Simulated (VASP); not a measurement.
A VASP calculation is set up with these files.

File POSCAR:
```
Cd
1
    1.4900000000    -2.5807560000     0.0000000000
    1.4900000000     2.5807560000     0.0000000000
    0.0000000000     0.0000000000     5.6200000000
Cd
2
Direct
  0.3333330000   0.6666670000   0.2500000000
  0.6666670000   0.3333330000   0.7500000000
```

**INCAR**
```
SYSTEM = Cd
PREC = Accurate
ENCUT = 400
EDIFF = 1E-6
NELM = 60
ALGO = Normal
LREAL = .FALSE.
LASPH = .TRUE.
ISMEAR = 1
SIGMA = 0.1
GGA = PE
LMAXMIX = 4
LWAVE = .FALSE.
LCHARG = .FALSE.
ISIF = 2
IMIX = 1
AMIX = 1.2
BMIX = 0.0001
```

### KPOINTS
```
Automatic mesh
0
Gamma
11 11 5
0 0 0
```

POTCAR, in this order: Cd (PBE.64 set). Program: vasp_std.

Output

### standard output
```
...
DAV:  21    -0.129141258834E+04    0.51235E+03   -0.16947E+04  1792   0.815E+02    0.347E+03
DAV:  22    -0.181784534507E+04   -0.52643E+03   -0.27351E+04  2088   0.904E+02    0.345E+03
DAV:  23    -0.128491883641E+04    0.53293E+03   -0.16841E+04  1784   0.816E+02    0.345E+03
DAV:  24    -0.180442399389E+04   -0.51951E+03   -0.27283E+04  2104   0.918E+02    0.340E+03
DAV:  25    -0.128368159799E+04    0.52074E+03   -0.16750E+04  1808   0.818E+02    0.339E+03
DAV:  26    -0.181409062891E+04   -0.53041E+03   -0.27377E+04  2080   0.909E+02    0.322E+03
DAV:  27    -0.125678514177E+04    0.55731E+03   -0.16411E+04  1768   0.809E+02    0.318E+03
DAV:  28    -0.179852021236E+04   -0.54174E+03   -0.27242E+04  2104   0.914E+02    0.336E+03
DAV:  29    -0.128393954049E+04    0.51458E+03   -0.16824E+04  1760   0.817E+02    0.340E+03
DAV:  30    -0.181456866918E+04   -0.53063E+03   -0.27360E+04  2072   0.906E+02    0.340E+03
DAV:  31    -0.128389307155E+04    0.53068E+03   -0.16833E+04  1760   0.818E+02    0.341E+03
DAV:  32    -0.180392419804E+04   -0.52003E+03   -0.27302E+04  2000   0.913E+02    0.315E+03
DAV:  33    -0.124490432123E+04    0.55902E+03   -0.16227E+04  1776   0.807E+02    0.310E+03
DAV:  34    -0.178175551230E+04   -0.53685E+03   -0.27066E+04  2096   0.913E+02    0.299E+03
DAV:  35    -0.123425058921E+04    0.54750E+03   -0.16054E+04  1768   0.804E+02    0.297E+03
DAV:  36    -0.177956384181E+04   -0.54531E+03   -0.27103E+04  2048   0.916E+02    0.308E+03
DAV:  37    -0.124394248145E+04    0.53562E+03   -0.16248E+04  1736   0.806E+02    0.309E+03
DAV:  38    -0.177174148194E+04   -0.52780E+03   -0.27002E+04  2064   0.922E+02    0.314E+03
DAV:  39    -0.124955113734E+04    0.52219E+03   -0.16368E+04  1776   0.807E+02    0.315E+03
DAV:  40    -0.178084207213E+04   -0.53129E+03   -0.27140E+04  2016   0.914E+02    0.293E+03
DAV:  41    -0.122269069827E+04    0.55815E+03   -0.15890E+04  1776   0.802E+02    0.289E+03
DAV:  42    -0.177189902077E+04   -0.54921E+03   -0.27034E+04  2048   0.918E+02    0.291E+03
DAV:  43    -0.122592106956E+04    0.54598E+03   -0.15969E+04  1784   0.802E+02    0.292E+03
DAV:  44    -0.177527701585E+04   -0.54936E+03   -0.27104E+04  2024   0.917E+02    0.291E+03
DAV:  45    -0.123019359221E+04    0.54508E+03   -0.15987E+04  1808   0.802E+02    0.291E+03
DAV:  46    -0.179675324595E+04   -0.56656E+03   -0.27356E+04  2120   0.909E+02    0.299E+03
DAV:  47    -0.124281966337E+04    0.55393E+03   -0.16154E+04  1768   0.807E+02    0.300E+03
DAV:  48    -0.179260467444E+04   -0.54979E+03   -0.27300E+04  2040   0.910E+02    0.292E+03
DAV:  49    -0.122968190986E+04    0.56292E+03   -0.15961E+04  1768   0.803E+02    0.292E+03
DAV:  50    -0.177673321485E+04   -0.54705E+03   -0.27042E+04  2072   0.912E+02    0.296E+03
DAV:  51    -0.123341437351E+04    0.54332E+03   -0.16073E+04  1784   0.803E+02    0.295E+03
DAV:  52    -0.177728369415E+04   -0.54387E+03   -0.27087E+04  2064   0.919E+02    0.283E+03
DAV:  53    -0.121470918623E+04    0.56257E+03   -0.15770E+04  1760   0.799E+02    0.281E+03
DAV:  54    -0.175883805147E+04   -0.54413E+03   -0.26853E+04  2032   0.919E+02    0.288E+03
DAV:  55    -0.122134299858E+04    0.53750E+03   -0.15922E+04  1760   0.801E+02    0.289E+03
DAV:  56    -0.176214798991E+04   -0.54080E+03   -0.26915E+04  2056   0.925E+02    0.293E+03
DAV:  57    -0.122941507318E+04    0.53273E+03   -0.16014E+04  1792   0.800E+02    0.294E+03
DAV:  58    -0.178438825397E+04   -0.55497E+03   -0.27187E+04  2072   0.916E+02    0.296E+03
DAV:  59    -0.122956422614E+04    0.55482E+03   -0.15988E+04  1760   0.805E+02    0.296E+03
DAV:  60    -0.177391401656E+04   -0.54435E+03   -0.27058E+04  2056   0.919E+02

 -----------------------------------------------------------------------------
|                                                                             |
|           W    W    AA    RRRRR   N    N  II  N    N   GGGG   !!!           |
|           W    W   A  A   R    R  NN   N  II  NN   N  G    G  !!!           |
|           W    W  A    A  R    R  N N  N  II  N N  N  G       !!!           |
|           W WW W  AAAAAA  RRRRR   N  N N  II  N  N N  G  GGG   !            |
|           WW  WW  A    A  R   R   N   NN  II  N   NN  G    G                |
|           W    W  A    A  R    R  N    N  II  N    N   GGGG   !!!           |
|                                                                             |
|     The electronic self-consistency was not achieved in the given           |
|     number of steps (NELM). The forces and other quantities evaluated       |
|     might not be reliable so examine the results carefully. If you find     |
|     spurious results, we suggest increasing NELM, if you were close to      |
|     convergence or switching to a different ALGO or adjusting the           |
|     density mixing parameters otherwise.                                    |
|                                                                             |
 -----------------------------------------------------------------------------

   1 F= -.17739140E+04 E0= -.17739141E+04  d E =0.115000E-03
```

OUTCAR:
```
------------------------ aborting loop EDIFF was not reached (unconverged)  ----------------------------
  FORCE on cell =-STRESS in cart. coord.  units (eV):
  Direction    XX          YY          ZZ          XY          YZ          ZX
  --------------------------------------------------------------------------------------
  Total     1493.5826526   1493.5829961   1510.5812614      0.0000000     -0.0000000     -0.0000000
  in kB    55365.6391520  55365.6518833  55995.7608504      0.0000000     -0.0000000     -0.0000000
  external PRESSURE =   55575.6839619 kB  Pullay stress =       0.0000000 kB
  volume of cell :       43.22
      direct lattice vectors                 reciprocal lattice vectors
     1.490000000 -2.580756000  0.000000000     0.335570470 -0.193741679  0.000000000
     1.490000000  2.580756000  0.000000000     0.335570470  0.193741679  0.000000000
     0.000000000  0.000000000  5.620000000     0.000000000  0.000000000  0.177935943
 POSITION                                       TOTAL-FORCE (eV/Angst)
 -----------------------------------------------------------------------------------
      1.49000      0.86025      1.40500        -0.000000     -0.000000      0.000000
      1.49000     -0.86025      4.21500         0.000000      0.000000      0.000000
 -----------------------------------------------------------------------------------
    total drift:                               -0.023883     -0.076536     -0.007857
  FREE ENERGIE OF THE ION-ELECTRON SYSTEM (eV)
  ---------------------------------------------------
  free  energy   TOTEN  =     -1773.9140165615 eV

  energy  without entropy=    -1773.9141315613  energy(sigma->0) =    -1773.91405489
```
(Selected blocks of OUTCAR.)

### Question
From input and log, find the fault in this run and mend it.

### Answer
The cause: simple mixing (IMIX = 1) with AMIX above 1 overshoots. The run did not converge; its last values are not results. Against the sound run, the energy per atom (σ→0) falls by 886.234 eV/atom; the pressure rises by 5555.21 GPa. To mend it, remove IMIX, remove AMIX, remove BMIX.

The mended run (PBE GGA, plane waves, VASP's PBE PAW potentials (set 64)) converges, and its OSZICAR ends with
```
   1 F= -.14452467E+01 E0= -.14451882E+01  d E =-.175530E-03
```

The compound is Cd in the hcp structure. The cell was not relaxed at this level.
